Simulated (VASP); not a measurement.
An input for Quantum ESPRESSO's pw.x (written as the equivalent of a VASP run, and not itself run):

```
&CONTROL
  calculation = 'scf'
  pseudo_dir = './pseudo'
  outdir = './out'
  tprnfor = .true.
  tstress = .true.
/
&SYSTEM
  ibrav = 0
  nat = 2
  ntyp = 2
  ecutwfc = 84
  occupations = 'smearing'
  smearing = 'fermi-dirac'
  degauss = 0.009996
  input_dft = 'pbe'
/
&ELECTRONS
  conv_thr = 7.3e-08
  electron_maxstep = 100
/
ATOMIC_SPECIES
  Mo 95.950 Mo.upf
  Ru 101.070 Ru.upf
CELL_PARAMETERS angstrom
     2.7748700    0.0000000    0.0000000
     0.0000000    2.7748700    0.0000000
     0.0000000    0.0000000    3.6370620
ATOMIC_POSITIONS crystal
  Mo   0.5000000  0.5000000  0.5000000
  Ru   0.0000000  0.0000000  0.0000000
K_POINTS automatic
  4 4 3 0 0 0
```

### Question
Write the VASP files for the same calculation (PBE).

### Answer
This is not unique; one that fits is 
KPOINTS:
```
K-points
0
gamma
4 4 3
0 0 0
```

### POSCAR
```
MoRu
2.774870
  1.0000000000   0.0000000000   0.0000000000
  0.0000000000   1.0000000000   0.0000000000
  0.0000000000   0.0000000000   1.3107143758
Mo Ru
1 1
direct
  0.5000000000   0.5000000000   0.5000000000
  0.0000000000   0.0000000000   0.0000000000
```

**INCAR**
```
ALGO  =  Normal   ! blocked Davidson
LWAVE  =  .FALSE.
NELM  =  100
LCHARG  =  .FALSE.
SYSTEM  =  MoRu
LREAL  =  .FALSE.
ISMEAR  =  -1   ! Fermi-Dirac
SIGMA  =  0.136   ! width (eV)
PREC  =  Accurate
LASPH  =  .TRUE.   ! aspherical one-centre terms
LMAXMIX  =  4
GGA  =  PE   ! PBE
ENCUT  =  300
EDIFF  =  1E-6
ISIF  =  2
```

POTCAR, in this order: Mo_sv Ru_pv (PBE.64 set). Program: vasp_std.

What does not carry over: the potentials are each code's own (VASP's PAW set, PseudoDojo norm-conserving files in pw.x), so ENCUT and ecutwfc are chosen apart and not converted; conv_thr bounds pw.x's estimated SCF error, while EDIFF bounds the energy change between steps.

The structure was generated: MoRu was put into an ordered model structure, which need not be its known phase. The cell was not relaxed at this level. The k-mesh is coarse (spacing up to 0.58 per Å, 2π included), so the numbers may not be converged in it. The run is one of a series of settings (KPOINTS 4×4×3 Γ-centred mesh against the base run), some of them coarse on purpose.
